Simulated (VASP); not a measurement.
Input:

```
Mo
1.0
   -1.52734     1.52734     1.52734
    1.52734    -1.52734     1.52734
    1.52734     1.52734    -1.52734
Mo
1
Direct
  0.00000   0.00000   0.00000
```

Calculation: LDA (Ceperley-Alder, Perdew-Zunger), VASP's LDA PAW potentials (set 64) (plane waves; VASP). Numerical set-up: 500 eV cut-off, 17×17×17 Γ-centred mesh, first-order Methfessel-Paxton smearing of 0.10 eV, potentials Mo_sv.

Question: What does the run give for the energy per atom (σ→0), pressure, band gap (on the k-mesh) with the smallest direct gap where there is one?

Answer: 
```
Property                                                    Result
------------------------  ----------------------------------------
band gap (on the k-mesh)  none (metal, semimetal or under 0.01 eV)
energy per atom (σ→0)                              -12.080 eV/atom
pressure                                                 19.96 GPa
```

Total energies compare only between runs with the same potentials, cut-off and functional.

The compound is Mo in the bcc structure. It was relaxed first under an external pressure of 20 GPa.
